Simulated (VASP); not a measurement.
Output of a VASP run:

### OSZICAR
```
       N       E                     dE             d eps       ncg     rms          rms(c)
DAV:   1    -0.900201440086E+03   -0.90020E+03   -0.87534E+03    78   0.171E+03
DAV:   2    -0.984362712965E+03   -0.84161E+02   -0.80381E+02    83   0.336E+02
DAV:   3    -0.991311184038E+03   -0.69485E+01   -0.68276E+01   103   0.730E+01
DAV:   4    -0.991420345087E+03   -0.10916E+00   -0.10911E+00    93   0.105E+01
DAV:   5    -0.823984127796E+01    0.98318E+03   -0.52870E+00    96   0.347E+01    0.496E+00
DAV:   6    -0.777111909721E+01    0.46872E+00   -0.82668E-01    93   0.800E+00    0.351E+00
DAV:   7    -0.772492353509E+01    0.46196E-01   -0.27942E-01   106   0.299E+00    0.240E+00
DAV:   8    -0.772249706725E+01    0.24265E-02   -0.36239E-02    93   0.136E+00    0.159E+00
DAV:   9    -0.772069239269E+01    0.18047E-02   -0.39583E-03    93   0.548E-01    0.941E-01
DAV:  10    -0.772099669974E+01   -0.30431E-03   -0.19039E-03    88   0.283E-01    0.523E-01
DAV:  11    -0.772177456648E+01   -0.77787E-03   -0.86898E-04    93   0.191E-01    0.277E-01
DAV:  12    -0.772233149508E+01   -0.55693E-03   -0.31464E-04    88   0.125E-01    0.149E-01
DAV:  13    -0.772265136716E+01   -0.31987E-03   -0.12766E-04    88   0.796E-02    0.818E-02
DAV:  14    -0.772282369404E+01   -0.17233E-03   -0.57118E-05    88   0.499E-02    0.467E-02
DAV:  15    -0.772291427305E+01   -0.90579E-04   -0.26189E-05    93   0.319E-02    0.274E-02
DAV:  16    -0.772296028826E+01   -0.46015E-04   -0.11702E-05    88   0.210E-02    0.168E-02
DAV:  17    -0.772298334589E+01   -0.23058E-04   -0.53960E-06    88   0.144E-02    0.107E-02
DAV:  18    -0.772299459751E+01   -0.11252E-04   -0.25242E-06    88   0.987E-03    0.703E-03
DAV:  19    -0.772300001273E+01   -0.54152E-05   -0.11746E-06    90   0.678E-03    0.473E-03
DAV:  20    -0.772300265763E+01   -0.26449E-05   -0.57852E-07    72   0.500E-03    0.322E-03
DAV:  21    -0.772300400718E+01   -0.13496E-05   -0.27450E-07    59   0.350E-03    0.221E-03
DAV:  22    -0.772300461554E+01   -0.60836E-06   -0.14167E-07    49   0.273E-03
   1 F= -.77230046E+01 E0= -.77230046E+01  d E =-.127764E-14
```

File OUTCAR:
```
------------------------ aborting loop because EDIFF is reached ----------------------------------------
  FORCE on cell =-STRESS in cart. coord.  units (eV):
  Direction    XX          YY          ZZ          XY          YZ          ZX
  --------------------------------------------------------------------------------------
  Total        1.8119195      1.8119195      1.8119195      0.0000000     -0.0000000      0.0000000
  in kB       64.3819503     64.3819503     64.3819503      0.0000000     -0.0000000      0.0000000
  external PRESSURE =      64.3819503 kB  Pullay stress =       0.0000000 kB
  volume of cell :       45.09
      direct lattice vectors                 reciprocal lattice vectors
     0.000000000  2.825000000  2.825000000    -0.176991150  0.176991150  0.176991150
     2.825000000  0.000000000  2.825000000     0.176991150 -0.176991150  0.176991150
     2.825000000  2.825000000  0.000000000     0.176991150  0.176991150 -0.176991150
  FREE ENERGIE OF THE ION-ELECTRON SYSTEM (eV)
  ---------------------------------------------------
  free  energy   TOTEN  =        -7.7230046155 eV

  energy  without entropy=       -7.7230046155  energy(sigma->0) =       -7.72300462

  exchange ACFDT corr.  =         0.00000000  see jH, gK, PRB 81, 115126
```
(Selected blocks of OUTCAR.)

POSCAR:
```
GaAs
1
    0.0000000000     2.8250000000     2.8250000000
    2.8250000000     0.0000000000     2.8250000000
    2.8250000000     2.8250000000     0.0000000000
Ga As
1 1
Direct
  0.0000000000   0.0000000000   0.0000000000
  0.2500000000   0.2500000000   0.2500000000
```

Question: Write an INCAR and KPOINTS that could have produced this output.

Answer: This is not unique; one that fits is the input of the run itself, HSE06 screened hybrid, plane waves, VASP's PBE PAW potentials (set 64).

**INCAR**
```
ISIF = 2   ! forces and stress, cell fixed
EDIFF = 1E-6   ! SCF stop (eV)
LASPH = .True.
LMAXMIX = 4   ! l cut-off of mixed one-centre charges
LREAL = .False.   ! projection in real space or not
SYSTEM = GaAs
LCHARG = .False.
GGA = PE   ! PBE
HFSCREEN = 0.2   ! 1/Angstrom
ALGO = Normal   ! blocked Davidson
NELM = 100   ! most electronic steps
ISMEAR = 0
ENCUT = 400   ! plane-wave cut-off (eV)
AEXX = 0.25
PRECFOCK = Fast
SIGMA = 0.05
LHFCALC = .True.
ISYM = 3
PREC = Accurate
LWAVE = .False.
```

**KPOINTS**
```
Automatic mesh
0
Gamma
2 2 2
0 0 0
```

POTCAR, in this order: Ga_d As (PBE.64 set). Program: vasp_std.

The compound is GaAs in the zinc blende structure. The cell was not relaxed at this level. The k-mesh is coarse (spacing up to 0.96 per Å, 2π included), so the numbers may not be converged in it.
